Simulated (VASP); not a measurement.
# Be4TeSe3 (I-42m) in VASP: a series of runs

One crystal, Be4TeSe3, is run at these levels: PBE, r2SCAN; tasks: relaxation of cell and atoms, single point.

Program: VASP 6.6.1. These are calculated values, not measurements. Logs are shortened: lines on timing, memory, paths and dates and some standing lists are left out, and cuts for length are marked.

## 1. The crystal as given

It takes space group I-42m (No. 121, tetragonal). The conventional cell has a = 5.304 Å, b = 5.304 Å, c = 10.596 Å, α = 90.00°, β = 90.00°, γ = 90.00°. Be (site symmetry m) has 3 Se at 2.25 to 2.27 Å and 1 Te at 2.41 Å as nearest neighbours. Te (site symmetry -42m) is surrounded by 4 Be at 2.41 Å. Se (site symmetry -4) is surrounded by 4 Be at 2.27 Å. Around Se (site symmetry -42m) lie 4 Be at 2.25 Å.

The cell was built by a generator and needn't be a form met in nature.

## 2. Relaxation of cell and atoms, PBE

INCAR reads:

```
PREC = Accurate
ENCUT = 520
EDIFF = 1E-6
ISMEAR = 0
SIGMA = 0.03
LREAL = False
LASPH = True
NELM = 120
ALGO = Normal
ISIF = 3
LWAVE = False
LCHARG = False
GGA = PE
IBRION = 2
NSW = 90
EDIFFG = -0.01
KPAR = 4
```

KPOINTS reads:

```
Automatic mesh
0
Gamma
  6 6 6
```

POSCAR reads:

```
Be4TeSe3
1.0
   -2.6520000000      2.6520000000      5.2980000000
    2.6520000000     -2.6520000000      5.2980000000
    2.6520000000      2.6520000000     -5.2980000000
Be Te Se
4 1 3
Direct
    0.8666629500      0.3934352000      0.0000000000
    0.3934352000      0.8666629500      0.0000000000
    0.1333370500      0.1333370500      0.5267722500
    0.6065648000      0.6065648000      0.4732277500
    0.0000000000      0.0000000000      0.0000000000
    0.2500000000      0.7500000000      0.5000000000
    0.7500000000      0.2500000000      0.5000000000
    0.5000000000      0.5000000000      0.0000000000
```

Potentials or basis: VASP PAW PBE potentials, release 64 (Be, Te, Se).

On the command line:

```sh
$ cat potpaw_PBE.64/Be/POTCAR potpaw_PBE.64/Te/POTCAR potpaw_PBE.64/Se/POTCAR > POTCAR
$ mpirun -np 4 vasp_std > vasp.out
```

OUTCAR:

```text
PREC = Accurate
   ENCUT = 520
   EDIFF = 1E-6
   ISMEAR = 0
   LREAL = False
   LASPH = True
   NELM = 120
   ISIF = 3
   GGA = PE
   IBRION = 2
   NSW = 90
   EDIFFG = -0.01

 ion  position               nearest neighbor table
   1  0.867  0.393  0.000-   8 2.25   6 2.27   7 2.27   5 2.41
   2  0.393  0.867  0.000-   8 2.25   7 2.27   6 2.27   5 2.41
   3  0.133  0.133  0.527-   8 2.25   7 2.27   6 2.27   5 2.41
   4  0.607  0.607  0.473-   8 2.25   7 2.27   6 2.27   5 2.41
   5  0.000  0.000  0.000-   3 2.41   1 2.41   2 2.41   4 2.41
   6  0.250  0.750  0.500-   2 2.27   4 2.27   1 2.27   3 2.27
   7  0.750  0.250  0.500-   1 2.27   4 2.27   2 2.27   3 2.27
   8  0.500  0.500  0.000-   3 2.25   4 2.25   1 2.25   2 2.25

  LATTYP: Found a body centered tetragonal cell.
 ALAT       =     5.3040000000
 C/A-ratio  =     1.9977375566

  Lattice vectors:

 A1 = (  -2.6520000000,   2.6520000000,   5.2980000000)
 A2 = (   2.6520000000,  -2.6520000000,   5.2980000000)
 A3 = (   2.6520000000,   2.6520000000,  -5.2980000000)

Analysis of symmetry for initial positions (statically):
=====================================================================
 Subroutine PRICEL returns:
 Original cell was already a primitive cell.

 Routine SETGRP: Setting up the symmetry group for a
 body centered tetragonal supercell.

 Subroutine GETGRP returns: Found  8 space group operations
 (whereof  8 operations were pure point group operations)
 out of a pool of 16 trial point group operations.

The static configuration has the point symmetry D_2d.

Analysis of symmetry for dynamics (positions and initial velocities):
=====================================================================
 Subroutine PRICEL returns:
 Original cell was already a primitive cell.

 Routine SETGRP: Setting up the symmetry group for a
 body centered tetragonal supercell.

 Subroutine GETGRP returns: Found  8 space group operations
 (whereof  8 operations were pure point group operations)
 out of a pool of 16 trial point group operations.

The dynamic configuration has the point symmetry D_2d.

 Subroutine INISYM returns: Found  8 space group operations
 (whereof  8 operations are pure point group operations),
 and found     1 'primitive' translations

----------------------------------------------------------------------------------------

                                     Primitive cell

  volume of cell :     149.0455

  direct lattice vectors                    reciprocal lattice vectors
    -2.652000000  2.652000000  5.298000000     0.000000000  0.188536953  0.094375236
     2.652000000 -2.652000000  5.298000000     0.188536953  0.000000000  0.094375236
     2.652000000  2.652000000 -5.298000000     0.188536953  0.188536953  0.000000000

  length of vectors
     6.491148743  6.491148743  6.491148743     0.210838488  0.210838488  0.266631516

  position of ions in fractional coordinates (direct lattice)
     0.866662950  0.393435200  0.000000000
     0.393435200  0.866662950  0.000000000
     0.133337050  0.133337050  0.526772250
     0.606564800  0.606564800  0.473227750
     0.000000000  0.000000000  0.000000000
     0.250000000  0.750000000  0.500000000
     0.750000000  0.250000000  0.500000000
     0.500000000  0.500000000  0.000000000

  ion indices of the primitive-cell ions
   primitive index   ion index
                 1           1
                 2           2
                 3           3
                 4           4
                 5           5
                 6           6
                 7           7
                 8           8

----------------------------------------------------------------------------------------

 KPOINTS: Automatic mesh

Automatic generation of k-mesh.
 Grid dimensions read from file:
 generate k-points for:    6    6    6

 Generating k-lattice:

  Cartesian coordinates                     Fractional coordinates (reciprocal lattice)
     0.000000000  0.031422826  0.015729206     0.166666667 -0.000000000  0.000000000
     0.031422826  0.000000000  0.015729206    -0.000000000  0.166666667  0.000000000
     0.031422826  0.031422826  0.000000000     0.000000000  0.000000000  0.166666667

  Length of vectors
[... 44 lines left out ...]
   NGXF,Y,Z  is equivalent  to a cutoff of  24.59, 24.59, 24.59 a.u.
 SYSTEM =  unknown system
   PREC   = accura    normal or accurate (medium, high low for compatibility)
   ISTART =      0    job   : 0-new  1-cont  2-samecut
   ICHARG =      2    charge: 1-file 2-atom 10-const
   ISPIN  =      1    spin polarized calculation?
   LNONCOLLINEAR =      F non collinear calculations
   LSORBIT =      F    spin-orbit coupling
   LASPH  =      T    aspherical Exc in radial PAW
   ENCUT  =  520.0 eV  38.22 Ry    6.18 a.u.  12.07 12.07 12.07*2*pi/ulx,y,z
   NELM   =    120;   NELMIN=  2; NELMDL= -5     # of ELM steps
   EDIFF  = 0.1E-05   stopping-criterion for ELM
   LREAL  =      F    real-space projection
[... 53 lines left out ...]
  Direction    XX          YY          ZZ          XY          YZ          ZX
  --------------------------------------------------------------------------------------
  -------------------------------------------------------------------------------------
  Total        0.1444184      0.1444184      0.1242927      0.0000000      0.0000000      0.0000000
  in kB        1.5524374      1.5524374      1.3360942      0.0000000      0.0000000      0.0000000
  external PRESSURE =       1.4803230 kB  Pullay stress =       0.0000000 kB

 VOLUME and BASIS-vectors are now :
 -----------------------------------------------------------------------------
  energy-cutoff  :      520.00
  volume of cell :      149.05
      direct lattice vectors                 reciprocal lattice vectors
    -2.652000000  2.652000000  5.298000000     0.000000000  0.188536953  0.094375236
     2.652000000 -2.652000000  5.298000000     0.188536953  0.000000000  0.094375236
     2.652000000  2.652000000 -5.298000000     0.188536953  0.188536953  0.000000000

 POSITION                                       TOTAL-FORCE (eV/Angst)
 -----------------------------------------------------------------------------------
     -1.25500      1.25500      6.67600        -0.001504      0.001504     -0.007214
      1.25500     -1.25500      6.67600         0.001504     -0.001504     -0.007214
      1.39700      1.39700     -1.37800        -0.001504     -0.001504      0.007214
      1.25500      1.25500      3.92000         0.001504      0.001504      0.007214
      0.00000      0.00000      0.00000         0.000000     -0.000000     -0.000000
      2.65200      0.00000      2.64900        -0.000000      0.000000     -0.000000
      0.00000      2.65200      2.64900        -0.000000     -0.000000     -0.000000
      0.00000      0.00000      5.29800         0.000000     -0.000000     -0.000000
 -----------------------------------------------------------------------------------
    total drift:                               -0.000003     -0.000003     -0.000003

  FREE ENERGIE OF THE ION-ELECTRON SYSTEM (eV)
  ---------------------------------------------------
  free  energy   TOTEN  =       -34.0084064870 eV

  energy  without entropy=      -34.0084064870  energy(sigma->0) =      -34.00840649

--------------------------------------- Ionic step        2  -------------------------------------------

 number of electron      32.0000002 magnetization

 Free energy of the ion-electron system (eV)
  ---------------------------------------------------
  ext. energy  EPLUGINS =         0.00000000
  ---------------------------------------------------
  free energy    TOTEN  =       -34.00855407 eV

  energy without entropy =      -34.00855407  energy(sigma->0) =      -34.00855407

 E-fermi :   3.8843     XC(G=0):  -9.2538

 val. band max:        3.7380154350   @ k =   0.0000   0.0000   0.0000
 cond. band min:       6.0651868081   @ k =   0.0000   0.0000   0.0000
 fundamental gap:      2.3271713731
 Fermi energy:         3.8843150454

 k-point     1 :       0.0000    0.0000    0.0000
  band No.  band energies     occupation
      1      -9.8033      2.00000
      2      -8.4739      2.00000
      3      -8.4242      2.00000
      4      -6.4190      2.00000
      5      -1.3121      2.00000
      6      -0.7089      2.00000
[... 565 lines left out ...]
     20       8.1127      0.00000
     21       8.3829      0.00000

 [... further k-points ...]

------------------------ aborting loop because EDIFF is reached ----------------------------------------

  FORCE on cell =-STRESS in cart. coord.  units (eV):
  Direction    XX          YY          ZZ          XY          YZ          ZX
  --------------------------------------------------------------------------------------
  -------------------------------------------------------------------------------------
  Total       -0.0176188     -0.0176188     -0.0294037      0.0000000      0.0000000      0.0000000
  in kB       -0.1889236     -0.1889236     -0.3152910      0.0000000      0.0000000      0.0000000
  external PRESSURE =      -0.2310461 kB  Pullay stress =       0.0000000 kB

 VOLUME and BASIS-vectors are now :
 -----------------------------------------------------------------------------
  energy-cutoff  :      520.00
  volume of cell :      149.42
      direct lattice vectors                 reciprocal lattice vectors
    -2.654309602  2.654309602  5.301970989     0.000000000  0.188372901  0.094304552
     2.654309602 -2.654309602  5.301970989     0.188372901  0.000000000  0.094304552
     2.654309602  2.654309602 -5.301970989     0.188372901  0.188372901  0.000000000

 POSITION                                       TOTAL-FORCE (eV/Angst)
 -----------------------------------------------------------------------------------
      1.39814      3.91048      1.37868        -0.001897      0.001897     -0.004731
      1.25617     -1.25617      6.68066         0.001897     -0.001897     -0.004731
      1.39814      1.39814     -1.37868        -0.001897     -0.001897      0.004731
      1.25617      1.25617      3.92329         0.001897      0.001897      0.004731
      2.65431      2.65431      5.30197         0.000000     -0.000000      0.000000
      2.65431      0.00000      2.65099         0.000000     -0.000000      0.000000
      0.00000      2.65431      2.65099         0.000000     -0.000000      0.000000
      2.65431      2.65431      0.00000         0.000000     -0.000000      0.000000
 -----------------------------------------------------------------------------------
    total drift:                               -0.000003     -0.000003     -0.000003

  FREE ENERGIE OF THE ION-ELECTRON SYSTEM (eV)
  ---------------------------------------------------
  free  energy   TOTEN  =       -34.0085540675 eV

  energy  without entropy=      -34.0085540675  energy(sigma->0) =      -34.00855407

 reached required accuracy - stopping structural energy minimisation
```

Wall time 35 s (4 MPI ranks of AMD EPYC 9R45 (Zen 5), shared host); peak memory 0.38 GiB.

What came out:

```
Free energy                            : -34.0086 eV
Relaxed volume                         : 18.68 Å³/atom
Relaxed cell                           : a = 6.496 Å, b = 6.496 Å, c = 6.496 Å, α = 131.77°, β = 131.77°, γ = 70.60°
Space group after relaxing (to 0.05 Å) : I-42m (No. 121)
Energy gained by relaxing              : 0.0 meV/atom
Ionic steps                            : 2
Pressure after relaxing                : 0.0 GPa
Largest force after relaxing           : 0.005 eV/Å
Band gap on the k mesh                 : 2.33 eV, direct
```

Forces on the atoms (eV/Å):
```
Be  -0.002  0.002 -0.005
Be   0.002 -0.002 -0.005
Be  -0.002 -0.002  0.005
Be   0.002  0.002  0.005
Te   0.000  0.000  0.000
Se   0.000  0.000  0.000
Se   0.000  0.000  0.000
Se   0.000  0.000  0.000
```

Step by step:
```csv
step,energy change (eV),largest force (eV/Å),pressure (GPa),volume (Å³)
1,0.0000,0.0075,0.15,149.05
2,-0.0001,0.0054,-0.02,149.42
```

Final structure:
```
Be Te Se
1.0
    -2.65431    2.65431    5.30197
     2.65431   -2.65431    5.30197
     2.65431    2.65431   -5.30197
Be Te Se
4 1 3
Direct
  0.86664 0.39339 0.00000
  0.39339 0.86664 0.00000
  0.13336 0.13336 0.52674
  0.60661 0.60661 0.47326
  0.00000 0.00000 0.00000
  0.25000 0.75000 0.50000
  0.75000 0.25000 0.50000
  0.50000 0.50000 0.00000
```

Levels at points of the mesh, in eV from the valence-band top:
```csv
k point,band 12,band 13,band 14,band 15,band 16,band 17,band 18,band 19,band 20,band 21
"(0.00, 0.00, 0.00)",-2.63,-2.63,-0.02,0.00,0.00,2.33,3.70,4.03,4.60,4.61
"(0.50, 0.00, 0.00)",-2.42,-1.91,-1.88,-1.51,-0.84,4.19,4.58,4.90,4.91,5.61
"(0.50, 0.50, 0.00)",-1.48,-1.39,-0.97,-0.71,-0.57,3.57,3.98,4.44,4.86,5.45
"(0.50, 0.50, 0.50)",-2.18,-1.97,-1.97,-1.21,-1.21,2.35,2.49,3.24,3.56,3.73
```

Caveat: spin-orbit coupling is left out, which moves the levels of the heavy elements. A k mesh can miss the band edges.

## 3. Relaxation of cell and atoms, PBE

This run uses another cell than the first one, of 18.68 Å³/atom, 1.002 times its volume.

Changes to INCAR since step 2:

```diff
@@ -2,3 +2,3 @@
 ENCUT = 520
-EDIFF = 1E-6
+EDIFF = 1E-7
 ISMEAR = 0
@@ -14,4 +14,5 @@
 IBRION = 2
-NSW = 90
-EDIFFG = -0.01
+NSW = 60
+EDIFFG = -0.005
+POTIM = 0.3
 KPAR = 4
```

KPOINTS is that of step 2.

POSCAR reads:

```
Be4TeSe3                                
1.0
   -2.6543096024      2.6543096024      5.3019709887
    2.6543096024     -2.6543096024      5.3019709887
    2.6543096024      2.6543096024     -5.3019709887
  Be              Te              Se            
     4     1     3
Direct
     0.8666437835448567    0.3933886794033389    1.0000000000000000
     0.3933886794033389    0.8666437835448567    0.0000000000000000
     0.1333562164551433    0.1333562164551433    0.5267448958584822
     0.6066113205966611    0.6066113205966611    0.4732551041415178
     1.0000000000000000    1.0000000000000000    1.0000000000000000
     0.2500000000000000    0.7500000000000000    0.5000000000000000
     0.7500000000000000    0.2500000000000000    0.5000000000000000
     0.5000000000000000    0.5000000000000000    1.0000000000000000
```

Potentials or basis: VASP PAW PBE potentials, release 64 (Be, Te, Se).

On the command line:

```sh
$ cat potpaw_PBE.64/Be/POTCAR potpaw_PBE.64/Te/POTCAR potpaw_PBE.64/Se/POTCAR > POTCAR
$ mpirun -np 4 vasp_std > vasp.out
```

It took 36 s on 4 MPI ranks of AMD EPYC 9R45 (Zen 5), shared host; peak memory 0.37 GiB.

Results (log left out):

- Free energy: -34.0086 eV
- Relaxed volume: 18.67 Å³/atom
- Relaxed cell: a = 6.496 Å, b = 6.496 Å, c = 6.496 Å, α = 131.77°, β = 131.77°, γ = 70.60°
- Space group after relaxing (to 0.05 Å): I-42m (No. 121)
- Energy gained by relaxing: 0.0 meV/atom
- Ionic steps: 2
- Pressure after relaxing: 0.0 GPa
- Largest force after relaxing: 0.004 eV/Å
- Band gap on the k mesh: 2.33 eV, direct

Forces on the atoms (eV/Å):
```
Be  -0.001  0.001 -0.003
Be   0.001 -0.001 -0.003
Be  -0.001 -0.001  0.003
Be   0.001  0.001  0.003
Te   0.000  0.000  0.000
Se   0.000  0.000  0.000
Se   0.000  0.000  0.000
Se   0.000  0.000  0.000
```

Final structure:
```
Be Te Se
1.0
    -2.65414    2.65414    5.30141
     2.65414   -2.65414    5.30141
     2.65414    2.65414   -5.30141
Be Te Se
4 1 3
Direct
  0.86664 0.39337 0.00000
  0.39337 0.86664 0.00000
  0.13336 0.13336 0.52672
  0.60663 0.60663 0.47328
  0.00000 0.00000 0.00000
  0.25000 0.75000 0.50000
  0.75000 0.25000 0.50000
  0.50000 0.50000 0.00000
```

Levels at points of the mesh, in eV from the valence-band top:
| k point | band 12 | band 13 | band 14 | band 15 | band 16 | band 17 | band 18 | band 19 | band 20 | band 21 |
| --- | --- | --- | --- | --- | --- | --- | --- | --- | --- | --- |
| (0.00, 0.00, 0.00) | -2.63 | -2.63 | -0.02 | 0.00 | 0.00 | 2.33 | 3.70 | 4.04 | 4.60 | 4.61 |
| (0.50, 0.00, 0.00) | -2.42 | -1.91 | -1.89 | -1.51 | -0.84 | 4.19 | 4.58 | 4.90 | 4.91 | 5.61 |
| (0.50, 0.50, 0.00) | -1.48 | -1.40 | -0.97 | -0.71 | -0.57 | 3.57 | 3.98 | 4.44 | 4.86 | 5.45 |
| (0.50, 0.50, 0.50) | -2.18 | -1.97 | -1.97 | -1.21 | -1.21 | 2.35 | 2.49 | 3.24 | 3.56 | 3.73 |

Caveat: spin-orbit coupling is left out, which moves the levels of the heavy elements.

## 4. Single point, r2SCAN

This run uses another cell than the first one, of 18.67 Å³/atom, 1.002 times its volume.

INCAR reads:

```
PREC = Accurate
ENCUT = 520
EDIFF = 1E-6
ISMEAR = 0
SIGMA = 0.03
LREAL = F
LASPH = T
NELM = 150
ALGO = Normal
ISIF = 2
LWAVE = F
LCHARG = F
METAGGA = R2SCAN
LMIXTAU = T
KPAR = 4
```

KPOINTS reads:

```
regular mesh
0
Gamma
  6 6 6
```

POSCAR reads:

```
Be4TeSe3                                
1.0
   -2.6541407424      2.6541407424      5.3014063112
    2.6541407424     -2.6541407424      5.3014063112
    2.6541407424      2.6541407424     -5.3014063112
  Be              Te              Se            
     4     1     3
Direct
     0.8666412803926249    0.3933654816308202    0.0000000000000000
     0.3933654816308202    0.8666412803926249    1.0000000000000000
     0.1333587196073751    0.1333587196073751    0.5267242012382024
     0.6066345183691798    0.6066345183691798    0.4732757987617976
     1.0000000000000000    1.0000000000000000    0.0000000000000000
     0.2500000000000000    0.7500000000000000    0.5000000000000000
     0.7500000000000000    0.2500000000000000    0.5000000000000000
     0.5000000000000000    0.5000000000000000    1.0000000000000000
```

On the command line:

```sh
$ cat potpaw_PBE.64/Be/POTCAR potpaw_PBE.64/Te/POTCAR potpaw_PBE.64/Se/POTCAR > POTCAR
$ mpirun -np 4 vasp_std > vasp.out
```

Wall time 2 min (4 MPI ranks of AMD EPYC 9R45 (Zen 5), shared host); peak memory 0.4 GiB.

The run converged. Its results:

```yaml
Free_energy: -92.0542 eV
Pressure: -0.5 GPa
Largest_force: 0.005 eV/Å
Band_gap_on_the_k_mesh: 2.78 eV, direct
```

Forces on the atoms (eV/Å):
```
Be   0.003 -0.003 -0.002
Be  -0.003  0.003 -0.002
Be   0.003  0.003  0.002
Be  -0.003 -0.003  0.002
Te   0.000  0.000  0.000
Se   0.000  0.000  0.000
Se   0.000  0.000  0.000
Se   0.000  0.000  0.000
```

Levels at points of the mesh, in eV from the valence-band top:
```
           k point  band 13  band 14  band 15  band 16  band 17  band 18  band 19  band 20
(0.00, 0.00, 0.00)    -2.71    -0.02     0.00     0.00     2.78     4.13     4.75     5.13
(0.50, 0.00, 0.00)    -1.95    -1.91    -1.56    -0.83     4.72     5.12     5.39     5.44
(0.50, 0.50, 0.00)    -1.44    -0.99    -0.71    -0.56     4.12     4.54     5.01     5.40
(0.50, 0.50, 0.50)    -2.04    -2.04    -1.22    -1.22     2.79     2.93     3.73     4.06
```

Caveat: the PAW data sets were made with another functional, which shifts forces and pressure a little; spin-orbit coupling is left out, which moves the levels of the heavy elements.
